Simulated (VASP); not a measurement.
Computed with PBEsol GGA, VASP's PBE PAW potentials (set 64) (plane waves; VASP).

Input for VASP

File KPOINTS:
```
kpoints
0
G
8 8 8
```

File POSCAR:
```
PtAl2
1
    0.0000000000     2.8620394893     2.8620394893
    2.8620394893    -0.0000000000     2.8620394893
    2.8620394893     2.8620394893    -0.0000000000
Al Pt
2 1
Direct
  0.2500000000   0.2500000000   0.2500000000
  0.7500000000   0.7500000000   0.7500000000
  0.0000000000   0.0000000000   0.0000000000
```

INCAR:
```
ALGO = Normal
EDIFF = 1E-7
EDIFFG = -0.01
ENCUT = 480
GGA = PS
IBRION = 2
ISIF = 3
ISMEAR = 1
LASPH = .TRUE.
LCHARG = .FALSE.
LMAXMIX = 6
LREAL = .FALSE.
LWAVE = .FALSE.
NELM = 100
NSW = 40
PREC = Accurate
PSTRESS = 150
SIGMA = 0.1
SYSTEM = PtAl2
```

POTCAR, in this order: Al Pt (PBE.64 set). Program: vasp_std.

What VASP printed:

**OSZICAR**
```
       N       E                     dE             d eps       ncg     rms          rms(c)
DAV:   1     0.482084093306E+02    0.48208E+02   -0.66668E+03   736   0.107E+03
DAV:   2    -0.165969308787E+02   -0.64805E+02   -0.58711E+02   784   0.187E+02
DAV:   3    -0.182541828594E+02   -0.16573E+01   -0.16397E+01   860   0.298E+01
DAV:   4    -0.182682146340E+02   -0.14032E-01   -0.14024E-01   828   0.323E+00
DAV:   5    -0.182684284097E+02   -0.21378E-03   -0.21377E-03   868   0.419E-01    0.106E+01
DAV:   6    -0.176927667912E+02    0.57566E+00   -0.26500E+00   804   0.163E+01    0.267E+00
DAV:   7    -0.176004454831E+02    0.92321E-01   -0.16934E-01   752   0.428E+00    0.193E+00
DAV:   8    -0.175612561998E+02    0.39189E-01   -0.28014E-02   820   0.158E+00    0.279E-01
DAV:   9    -0.175610238528E+02    0.23235E-03   -0.18971E-03   848   0.428E-01    0.177E-01
DAV:  10    -0.175610462607E+02   -0.22408E-04   -0.23717E-04   804   0.141E-01    0.162E-02
DAV:  11    -0.175610438011E+02    0.24596E-05   -0.90076E-06   844   0.321E-02    0.905E-03
DAV:  12    -0.175610438115E+02   -0.10382E-07   -0.77877E-07   788   0.717E-03
   1 F= -.13171317E+02 E0= -.13171652E+02  d E =-.131713E+02
```

File OUTCAR:
```
------------------------ aborting loop because EDIFF is reached ----------------------------------------
  FORCE on cell =-STRESS in cart. coord.  units (eV):
  Direction    XX          YY          ZZ          XY          YZ          ZX
  --------------------------------------------------------------------------------------
  Total        4.4039308      4.4039308      4.4039308     -0.0000000     -0.0000000      0.0000000
  in kB      150.4853433    150.4853433    150.4853433     -0.0000000     -0.0000000      0.0000000
  external PRESSURE =       0.4853433 kB  Pullay stress =     150.0000000 kB
  volume of cell :       46.89
      direct lattice vectors                 reciprocal lattice vectors
     0.000000000  2.862039489  2.862039489    -0.174700594  0.174700594  0.174700594
     2.862039489  0.000000000  2.862039489     0.174700594 -0.174700594  0.174700594
     2.862039489  2.862039489  0.000000000     0.174700594  0.174700594 -0.174700594
 POSITION                                       TOTAL-FORCE (eV/Angst)
 -----------------------------------------------------------------------------------
      1.43102      1.43102      1.43102        -0.000000     -0.000000     -0.000000
      4.29306      4.29306      4.29306         0.000000      0.000000      0.000000
      0.00000      0.00000      0.00000         0.000000     -0.000000      0.000000
 -----------------------------------------------------------------------------------
    total drift:                                0.000000     -0.000000     -0.000000
  FREE ENERGIE OF THE ION-ELECTRON SYSTEM (eV)
  ---------------------------------------------------
  free  energy   TOTEN  =       -17.5610438115 eV

  energy  without entropy=      -17.5620510005  energy(sigma->0) =      -17.56137954
  enthalpy is  TOTEN    =       -13.1713165551 eV   P V=        4.3897272564

 reached required accuracy - stopping structural energy minimisation
```
(Selected blocks of OUTCAR.)

The compound is PtAl2 in the fluorite structure. It was relaxed first under an external pressure of 15 GPa.
